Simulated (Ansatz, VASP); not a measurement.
# Cross-check of W2CF2 between VASP and Ansatz, part 2 of 3

Aim: how closely do two programs agree when they are given the same cell, functional and k mesh? The cell is taken from a series of runs on this material, whose earlier steps may have relaxed, scaled, displaced or heated it; both programs get it as it stands.

VASP 6.6.1 and Ansatz 0.2.0.

So far: Starting point; Ansatz: zone-centre phonons, PBE.

### 3. VASP: zone-centre phonons, PBE

Level of this step: PBE, no spin polarisation; plane waves and PAW (C, W, F) (VASP).

The same cell, functional, mesh and smearing now go to VASP, with its own data sets.

Lines of VASP's logs that name or quote its potential files are left out, and so is its time.

Contents of INCAR:

```
SYSTEM = W2CF2
PREC = Accurate
ENCUT = 600
EDIFF = 1E-08
NELM = 120
ISMEAR = 1
SIGMA = 0.2
LREAL = .FALSE.
ALGO = Normal
GGA = PE
NBANDS = 21
LASPH = .TRUE.
LORBIT = 11
LWAVE = .FALSE.
LCHARG = .FALSE.
ISIF = 2
IBRION = 8
GGA_COMPAT = .FALSE.
NELMDL = -8
KPAR = 2
```

Contents of POSCAR:

```
W2CF2
1.0
    2.8473259017      0.0000000000      0.0000000000
   -1.4236629509      2.4658565637      0.0000000000
    0.0000000000      0.0000000000     35.6515995878
C W F
1 2 2
Direct
    0.0000000000      0.0000000000      0.2804923234
    0.3333333333      0.6666666667      0.3195454898
    0.6666666667      0.3333333333      0.2414391570
    0.6666666667      0.3333333333      0.3638973824
    0.3333333333      0.6666666667      0.1970872644
```

Contents of KPOINTS:

```
Automatic mesh
0
Gamma
18 18 1
0 0 0
```

The projector-augmented-wave data sets are C, W and F (PBE family, release 64).

Command:

```console
$ mpirun -np 2 vasp_std
```

Log:

```text
[banner, memory and clock lines left out]
running    2 mpi-ranks, on    1 nodes
 distrk:  each k-point on    1 cores,    2 groups
 distr:  one band on    1 cores,    1 groups

 POSCAR found type information on POSCAR C W F
 POSCAR found :  3 types and       5 ions
 LDA part: xc-table for (Slater+PW92), standard interpolation
 POSCAR, INCAR and KPOINTS ok, starting setup
 FFT: planning ... GRIDC
 FFT: planning ... GRID_SOFT
 FFT: planning ... GRID
 WAVECAR not read
 entering main loop
       N       E                     dE             d eps       ncg     rms          rms(c)
DAV:   1     0.296995780931E+03    0.29700E+03   -0.12425E+04  1562   0.122E+03
DAV:   2    -0.919037141820E+01   -0.30619E+03   -0.29317E+03  2356   0.288E+02
DAV:   3    -0.472127871767E+02   -0.38022E+02   -0.37243E+02  1920   0.118E+02
DAV:   4    -0.483535049608E+02   -0.11407E+01   -0.10964E+01  2212   0.216E+01
DAV:   5    -0.483841391498E+02   -0.30634E-01   -0.28436E-01  2012   0.265E+00
DAV:   6    -0.483850775983E+02   -0.93845E-03   -0.93503E-03  2238   0.430E-01
DAV:   7    -0.483851039556E+02   -0.26357E-04   -0.26354E-04  2075   0.641E-02
DAV:   8    -0.483851052041E+02   -0.12485E-05   -0.12481E-05  2257   0.115E-02    0.399E+01
DAV:   9    -0.424485537374E+02    0.59366E+01   -0.32588E+01  1922   0.324E+01    0.142E+01
DAV:  10    -0.422626034427E+02    0.18595E+00   -0.22408E+00  1784   0.119E+01    0.818E+00
DAV:  11    -0.422208956958E+02    0.41708E-01   -0.25276E-01  2152   0.452E+00    0.114E+00
DAV:  12    -0.422085117599E+02    0.12384E-01   -0.51649E-02  2133   0.162E+00    0.227E-01
DAV:  13    -0.422082181141E+02    0.29365E-03   -0.60652E-03  1960   0.503E-01    0.147E-01
DAV:  14    -0.422081700042E+02    0.48110E-04   -0.66440E-04  2107   0.181E-01    0.488E-02
[...]
DAV:  23    -0.422082650221E+02   -0.12648E-05   -0.28077E-08  1498   0.524E-04    0.301E-04
DAV:  24    -0.422082655044E+02   -0.48231E-06   -0.36706E-09  1248   0.380E-04    0.224E-04
DAV:  25    -0.422082655950E+02   -0.90600E-07   -0.31744E-09  1245   0.219E-04    0.913E-05
DAV:  26    -0.422082656806E+02   -0.85593E-07   -0.50955E-10  1027   0.161E-04    0.330E-05
DAV:  27    -0.422082657602E+02   -0.79627E-07   -0.14419E-09  1105   0.154E-04    0.573E-05
DAV:  28    -0.422082657794E+02   -0.19132E-07   -0.20289E-10  1067   0.112E-04    0.329E-05
DAV:  29    -0.422082657900E+02   -0.10635E-07   -0.11448E-10  1032   0.769E-05    0.243E-05
DAV:  30    -0.422082657946E+02   -0.45661E-08   -0.14451E-11  1017   0.537E-05
   1 F= -.42208266E+02 E0= -.42204570E+02  d E =-.110870E-01
 Linear response reoptimize wavefunctions to high precision
DAV:   1    -0.422082657974E+02   -0.28422E-08    0.18162E-11  1077   0.429E-05
DAV:   2    -0.422082657974E+02    0.21828E-10    0.70286E-11   957   0.194E-05
 Linear response DOF=           6
 Linear response progress:
  Degree of freedom:   1/  6
       N       E                     dE             d eps       ncg     rms          rms(c)
RMM:   1    -0.118623653685E+00   -0.11862E+00    0.50022E-02  8573   0.160E+00
RMM:   2    -0.119405255948E+00   -0.78160E-03   -0.44727E-03  5994   0.390E-01    0.257E-01
RMM:   3    -0.119544867730E+00   -0.13961E-03   -0.11124E-03  5832   0.165E-01    0.133E-01
RMM:   4    -0.120735935021E+00   -0.11911E-02   -0.98176E-04  5830   0.148E-01    0.249E-02
RMM:   5    -0.120597760583E+00    0.13817E-03   -0.43436E-05  6348   0.343E-02    0.323E-03
RMM:   6    -0.120623611280E+00   -0.25851E-04   -0.38510E-06  6649   0.711E-03    0.148E-03
RMM:   7    -0.120611643885E+00    0.11967E-04   -0.60011E-07  6597   0.245E-03    0.408E-04
RMM:   8    -0.120613792340E+00   -0.21485E-05   -0.56850E-08  6844   0.698E-04    0.125E-04
RMM:   9    -0.120614004528E+00   -0.21219E-06   -0.69917E-08  7055   0.242E-04    0.517E-05
RMM:  10    -0.120613732981E+00    0.27155E-06   -0.15024E-08  6883   0.986E-05    0.893E-06
RMM:  11    -0.120613756080E+00   -0.23100E-07   -0.73277E-08  7022   0.383E-05    0.441E-06
RMM:  12    -0.120613773112E+00   -0.17032E-07    0.71312E-09  6831   0.239E-05    0.124E-06
RMM:  13    -0.120613769290E+00    0.38223E-08    0.18049E-08  5786   0.194E-05    0.641E-07
 first order change of Fermi-energy  -0.43740E-02
 force on displaced ion       1 direction 1 : -11.382   0.000   0.000
 Linear response progress:
  Degree of freedom:   2/  6
       N       E                     dE             d eps       ncg     rms          rms(c)
RMM:   1    -0.148986530900E+00   -0.14899E+00    0.10665E-01  3636   0.178E+00
RMM:   2    -0.149414618503E+00   -0.42809E-03   -0.63480E-03  2460   0.494E-01    0.579E-01
RMM:   3    -0.175780398918E+00   -0.26366E-01   -0.17774E-02  2912   0.511E-01    0.106E+00
RMM:   4    -0.147950361675E+00    0.27830E-01   -0.96202E-03  2850   0.369E-01    0.323E-01
RMM:   5    -0.149252490591E+00   -0.13021E-02   -0.14074E-03  2441   0.174E-01    0.354E-02
RMM:   6    -0.148992494137E+00    0.26000E-03   -0.92026E-05  2472   0.551E-02    0.212E-02
RMM:   7    -0.148868705091E+00    0.12379E-03   -0.18100E-05  2606   0.193E-02    0.315E-03
RMM:   8    -0.148861914572E+00    0.67905E-05   -0.17179E-06  2707   0.519E-03    0.129E-03
RMM:   9    -0.148861865240E+00    0.49332E-07   -0.19064E-07  2757   0.154E-03    0.506E-04
RMM:  10    -0.148860251324E+00    0.16139E-05   -0.82392E-08  2568   0.596E-04    0.120E-04
[...]
RMM:  11    -0.110295571399E+00   -0.15789E-07   -0.41542E-08 12605   0.521E-05    0.583E-06
RMM:  12    -0.110295566628E+00    0.47709E-08   -0.22007E-08 12740   0.323E-05    0.202E-06
 first order change of Fermi-energy  -0.48549E-04
 force on displaced ion       2 direction 1 :  -3.267   0.006   0.003
 Linear response progress:
  Degree of freedom:   4/  6
       N       E                     dE             d eps       ncg     rms          rms(c)
RMM:   1    -0.172201720243E+00   -0.17220E+00   -0.14709E-01  3439   0.189E+00
RMM:   2    -0.160229414709E+00    0.11972E-01   -0.52373E-03  2415   0.490E-01    0.302E-01
RMM:   3    -0.167395411064E+00   -0.71660E-02   -0.61765E-03  2768   0.355E-01    0.585E-01
RMM:   4    -0.158656508521E+00    0.87389E-02   -0.41644E-03  2701   0.244E-01    0.151E-01
RMM:   5    -0.158546668960E+00    0.10984E-03   -0.22954E-03  2418   0.188E-01    0.100E-01
RMM:   6    -0.158218083960E+00    0.32859E-03    0.31669E-04  2568   0.654E-02    0.204E-02
RMM:   7    -0.158295608026E+00   -0.77524E-04    0.21982E-04  2663   0.189E-02    0.791E-03
RMM:   8    -0.158315440217E+00   -0.19832E-04    0.90105E-05  2531   0.882E-03    0.294E-03
RMM:   9    -0.158316849476E+00   -0.14093E-05    0.46485E-06  2614   0.450E-03    0.169E-03
RMM:  10    -0.158317321777E+00   -0.47230E-06   -0.36405E-05  2673   0.311E-03    0.665E-04
RMM:  11    -0.158314803377E+00    0.25184E-05   -0.22989E-05  2770   0.327E-03    0.291E-04
RMM:  12    -0.158313639091E+00    0.11643E-05   -0.16809E-05  2756   0.218E-03    0.173E-04
RMM:  13    -0.158312049082E+00    0.15900E-05   -0.43056E-06  2675   0.613E-04    0.117E-04
RMM:  14    -0.158311340508E+00    0.70857E-06   -0.25670E-06  2782   0.732E-04    0.799E-05
[...]
RMM:  18    -0.158311120082E+00    0.46740E-07    0.55754E-07  2675   0.841E-05    0.538E-06
RMM:  19    -0.158311124891E+00   -0.48089E-08    0.39426E-07  2663   0.891E-05    0.251E-06
RMM:  20    -0.158311100388E+00    0.24503E-07    0.67086E-07  2612   0.454E-05    0.168E-06
RMM:  21    -0.158311101032E+00   -0.64439E-09    0.59735E-07  2586   0.471E-05    0.140E-06
RMM:  22    -0.158311149432E+00   -0.48400E-07    0.16956E-07  2398   0.299E-05    0.820E-07
RMM:  23    -0.158311150659E+00   -0.12267E-08    0.16687E-07  2278   0.301E-05    0.317E-07
RMM:  24    -0.158311151582E+00   -0.92268E-09    0.16684E-07  2255   0.274E-05    0.173E-07
RMM:  25    -0.158311157336E+00   -0.57545E-08    0.11784E-07  1936   0.263E-05    0.962E-08
 first order change of Fermi-energy   0.35290E+01
 force on displaced ion       2 direction 3 :   0.000   0.000 -24.314
 Linear response progress:
  Degree of freedom:   5/  6
       N       E                     dE             d eps       ncg     rms          rms(c)
RMM:   1    -0.523617721983E+00   -0.52362E+00    0.68535E-01 13642   0.472E+00
RMM:   2    -0.518924789987E+00    0.46929E-02   -0.98374E-03 10443   0.733E-01    0.135E-01
RMM:   3    -0.520228161001E+00   -0.13034E-02   -0.83023E-04 11671   0.158E-01    0.785E-02
RMM:   4    -0.521645726280E+00   -0.14176E-02   -0.10710E-04 10079   0.710E-02    0.116E-02
RMM:   5    -0.521750645456E+00   -0.10492E-03   -0.20939E-05 12069   0.201E-02    0.200E-02
RMM:   6    -0.521738207825E+00    0.12438E-04   -0.57240E-06 11650   0.102E-02    0.445E-03
RMM:   7    -0.521691970377E+00    0.46237E-04   -0.56793E-07 10762   0.538E-03    0.604E-04
RMM:   8    -0.521692039238E+00   -0.68861E-07   -0.10307E-07 12431   0.118E-03    0.342E-04
RMM:   9    -0.521693274044E+00   -0.12348E-05    0.74752E-08 11715   0.466E-04    0.944E-05
RMM:  10    -0.521693041351E+00    0.23269E-06    0.68976E-09 13242   0.138E-04    0.307E-05
RMM:  11    -0.521693336437E+00   -0.29509E-06    0.41321E-09 12071   0.720E-05    0.137E-05
RMM:  12    -0.521693448126E+00   -0.11169E-06    0.10760E-08 13049   0.435E-05    0.369E-06
RMM:  13    -0.521693421049E+00    0.27076E-07   -0.21348E-09 12304   0.338E-05    0.706E-07
RMM:  14    -0.521693426433E+00   -0.53840E-08   -0.99023E-09 10768   0.299E-05    0.273E-07
 first order change of Fermi-energy  -0.93381E-06
 force on displaced ion       4 direction 1 :  -0.521  -0.001   0.002
 Linear response progress:
  Degree of freedom:   6/  6
       N       E                     dE             d eps       ncg     rms          rms(c)
RMM:   1    -0.595015675951E+00   -0.59502E+00    0.74238E-01  3062   0.484E+00
RMM:   2    -0.585081207743E+00    0.99345E-02   -0.89902E-03  2324   0.784E-01    0.274E-01
RMM:   3    -0.589363373435E+00   -0.42822E-02   -0.45060E-03  2620   0.272E-01    0.403E-01
RMM:   4    -0.585817330825E+00    0.35460E-02   -0.27022E-03  2712   0.210E-01    0.194E-01
RMM:   5    -0.585875658330E+00   -0.58328E-04   -0.13270E-03  2414   0.184E-01    0.404E-02
RMM:   6    -0.585744788862E+00    0.13087E-03    0.44697E-05  2589   0.269E-02    0.300E-02
RMM:   7    -0.585470092521E+00    0.27470E-03    0.61210E-06  2520   0.234E-02    0.575E-03
RMM:   8    -0.585428502595E+00    0.41590E-04    0.17533E-05  2585   0.675E-03    0.187E-03
RMM:   9    -0.585376779622E+00    0.51723E-04   -0.76683E-06  2517   0.566E-03    0.104E-03
RMM:  10    -0.585337294383E+00    0.39485E-04   -0.58362E-06  2562   0.368E-03    0.518E-04
RMM:  11    -0.585322311131E+00    0.14983E-04   -0.24991E-06  2651   0.206E-03    0.316E-04
RMM:  12    -0.585312035687E+00    0.10275E-04   -0.61311E-07  2677   0.189E-03    0.174E-04
RMM:  13    -0.585308465833E+00    0.35699E-05    0.57787E-07  2722   0.831E-04    0.119E-04
RMM:  14    -0.585306305421E+00    0.21604E-05    0.81533E-07  2739   0.598E-04    0.598E-05
[...]
RMM:  18    -0.585304642038E+00    0.11675E-06    0.93731E-07  2648   0.972E-05    0.572E-06
RMM:  19    -0.585304612672E+00    0.29366E-07    0.86577E-07  2658   0.812E-05    0.342E-06
RMM:  20    -0.585304621150E+00   -0.84775E-08    0.94408E-07  2592   0.468E-05    0.180E-06
RMM:  21    -0.585304614265E+00    0.68848E-08    0.86162E-07  2409   0.422E-05    0.875E-07
RMM:  22    -0.585304618995E+00   -0.47303E-08    0.80025E-07  2373   0.303E-05    0.836E-07
RMM:  23    -0.585304616252E+00    0.27428E-08    0.83889E-07  2300   0.291E-05    0.354E-07
RMM:  24    -0.585304618326E+00   -0.20737E-08    0.80397E-07  2247   0.255E-05    0.142E-07
RMM:  25    -0.585304618882E+00   -0.55611E-09    0.82780E-07  2139   0.249E-05    0.876E-08
 first order change of Fermi-energy  -0.38000E+01
 force on displaced ion       4 direction 3 :   0.000  -0.000 -13.186
 Linear response finished
```

[end of part 2 of 3]

[Lines on the potential files, build, host, timing and source positions are cut from VASP's logs without a mark.]

[Logs are printed without paths, hosts, clocks, repeated set-up lines and the standing remarks that a program may print on its own settings, such as how far it seeks lower states.]

[Hosts, paths, dates, database ids (printed as entryN), source tags and the programs' standing remarks are cut or masked in the printed files.]
